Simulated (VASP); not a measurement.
Level of theory: PBEsol GGA, VASP's PBE PAW potentials (set 64) (plane waves; VASP).

The input files of a VASP run:

**POSCAR**
```
KBr
1
    0.0000000000     3.2788817545     3.2788817545
    3.2788817545     0.0000000000     3.2788817545
    3.2788817545     3.2788817545     0.0000000000
K Br
1 1
Direct
  0.0000000000   0.0000000000   0.0000000000
  0.5000000000   0.5000000000   0.5000000000
```

INCAR:
```
# general
SYSTEM =KBr
PREC   =Normal
ENCUT  =400   # plane-wave cut-off (eV)
LREAL  =.False.   # projection in real space or not
LASPH  =.True.

# electronic loop
EDIFF  =1E-5
NELM   =100   # most electronic steps
NELMIN =4
ALGO   =Fast   # Davidson, then RMM-DIIS
LMAXMIX=4

# smearing
ISMEAR =0
SIGMA  =0.05   # width (eV)

# functional
GGA    =PS   # PBEsol

# ions
IBRION =2
NSW    =20
ISIF   =2   # forces and stress, cell fixed
EDIFFG =-0.03

# output
LWAVE  =.False.
LCHARG =.False.
```

File KPOINTS:
```
Automatic mesh
0
Gamma
8 8 8
0 0 0
```

POTCAR, in this order: K_sv Br (PBE.64 set). Program: vasp_std.

Task: What will the output report for the number of irreducible k-points (NKPTS), largest plane-wave count, number of space-group operations, FFT grid (NGX, NGY, NGZ)?

Result: 
```
Item                                          Result
--------------------------------------  ------------
number of irreducible k-points (NKPTS)            29
largest plane-wave count                        1303
number of space-group operations                  48
FFT grid (NGX, NGY, NGZ)                24 × 24 × 24
```

The compound is KBr in the rock salt structure. It was relaxed first.
